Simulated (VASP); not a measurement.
A convergence study with VASP on NiAl (space group no. 221 when undisturbed): a few settings are varied, all else stays as given below, so the limit is that of these other settings. One atom is moved off its site, so that forces are finite.

```yaml
crystal:
  lattice:
    - [2.88133, 0.00000, 0.00000]
    - [0.00000, 2.88133, 0.00000]
    - [0.00000, 0.00000, 2.88133]
  atoms:
    - { symbol: Al, position: [0.50000, 0.50000, 0.51735] }
    - { symbol: Ni, position: [0.00000, 0.00000, 0.00000] }
```

Calculation: LDA (Ceperley-Alder, Perdew-Zunger), VASP's LDA PAW potentials (set 64) (plane waves; VASP 6.6.1). The last row used: 300 eV cut-off, 18×18×18 Γ-centred mesh shifted by (0.5, 0.5, 0.5), Fermi-Dirac smearing of 0.10 eV, potentials Al Ni.

| setting | E (eV/atom) | pressure (GPa) | largest force (eV/Å) | irreducible k-points |
|---|---|---|---|---|
| 2×2×2 mesh | -5.1820 | -6.05 | 0.240 | 1 |
| 3×3×3 mesh | -6.1313 | -8.50 | 0.280 | 6 |
| 4×4×4 mesh | -6.0229 | -6.66 | 0.273 | 6 |
| 5×5×5 mesh | -6.0568 | -8.23 | 0.258 | 18 |
| 6×6×6 mesh | -6.0850 | -7.74 | 0.262 | 18 |
| 7×7×7 mesh | -6.0725 | -7.58 | 0.265 | 40 |
| 8×8×8 mesh | -6.0844 | -7.91 | 0.264 | 40 |
| 9×9×9 mesh | -6.0838 | -7.86 | 0.265 | 75 |
| 10×10×10 mesh | -6.0769 | -7.77 | 0.264 | 75 |
| 11×11×11 mesh | -6.0815 | -7.89 | 0.263 | 126 |
| 12×12×12 mesh | -6.0837 | -7.88 | 0.264 | 126 |
| 13×13×13 mesh | -6.0812 | -7.85 | 0.264 | 196 |
| 15×15×15 mesh | -6.0820 | -7.88 | 0.264 | 288 |
| 16×16×16 mesh | -6.0816 | -7.86 | 0.264 | 288 |
| 18×18×18 mesh | -6.0820 | -7.87 | 0.264 | 405 |

Left out are rungs that failed or repeat a setting and relaxations that didn't move; long series are thinned to 24 rows.

The structure is a typed NiAl crystal (space group no. 221). The cell was not relaxed at this level, it is distorted from the ideal structure. The run is not spin-polarised, so no magnetic state was tried. The electron count is odd and the run is not spin-polarised, which forces a metal.
